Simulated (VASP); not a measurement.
Consider the following.

```yaml
crystal:
  lattice:
    - [0.00000, 3.31092, 3.31092]
    - [3.31092, 0.00000, 3.31092]
    - [3.31092, 3.31092, 0.00000]
  atoms:
    - { symbol: Ag, position: [0.00000, 0.00000, 0.00000] }
    - { symbol: I, position: [0.25000, 0.25000, 0.25000] }
```

Computed with AM05 GGA, VASP's PBE PAW potentials (set 64) (plane waves; VASP 6.6.1). Numerical set-up: 520 eV cut-off, 7×7×7 Γ-centred mesh, Gaussian smearing of 0.050 eV, potentials Ag I.

Unless said otherwise, spin-orbit coupling is left out, though it shifts the bands of the heavy elements here.

Q: What does the run give for the energy per atom (σ→0), pressure, band gap (on the k-mesh) with the smallest direct gap where there is one?

A: 
* **band gap (on the k-mesh)**: 1.33 eV
* **smallest direct gap (on the k-mesh)**: 1.33 eV
* **energy per atom (σ→0)**: -2.468 eV/atom
* **pressure**: -1.53 GPa

Total energies compare only between runs with the same potentials, cut-off and functional.

The compound is AgI in the zinc blende structure, whereas wurtzite is the usual form. This cell is one point of a volume scan, at 1.06 of the reference volume.
